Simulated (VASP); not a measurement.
A run of VASP 6.6.1:

File INCAR:

```
SYSTEM = BiTe
PREC = Accurate ; ENCUT = 450
EDIFF = 1E-7 ; ISMEAR = 0
SIGMA = 0.02 ; LREAL = .FALSE.
LASPH = .TRUE. ; NELM = 60
ALGO = Normal ; ISIF = 2
LWAVE = .FALSE. ; LCHARG = .TRUE.
GGA = PE ; LELF = .TRUE.
LVHAR = .TRUE. ; NBANDS = 18
```

File KPOINTS:

```
Automatic mesh
0
G
  4 4 4
  0 0 0
```

POSCAR

```
BiTe
1.0
    2.4227077728      1.3987509848      3.3172919545
   -2.4227077728      1.3987509848      3.3172919545
    0.0000000000     -2.7975019696      3.3172919545
Bi Te
1 1
Direct
    0.5000000000      0.5000000000      0.5000000000
    0.0000000000      0.0000000000      0.0000000000
```

Potentials or basis: VASP PAW PBE potentials, release 64 (Bi_d_GW, Te_GW).

Command:

```bash
$ cat potpaw_PBE.64/Bi_d_GW/POTCAR potpaw_PBE.64/Te_GW/POTCAR > POTCAR
$ mpirun -np 1 vasp_std > vasp.out
```

Hardware: 1 thread of Intel(R) Xeon(R) 6975P-C (Granite Rapids), with other jobs on the host.

**Question.** Estimate the wall time of this run.

**Answer.** Wall time 10 s on 1 thread of Intel(R) Xeon(R) 6975P-C (Granite Rapids), on a shared host, peak memory 0.18 GiB. Counts: scf iterations 13, k points 13.
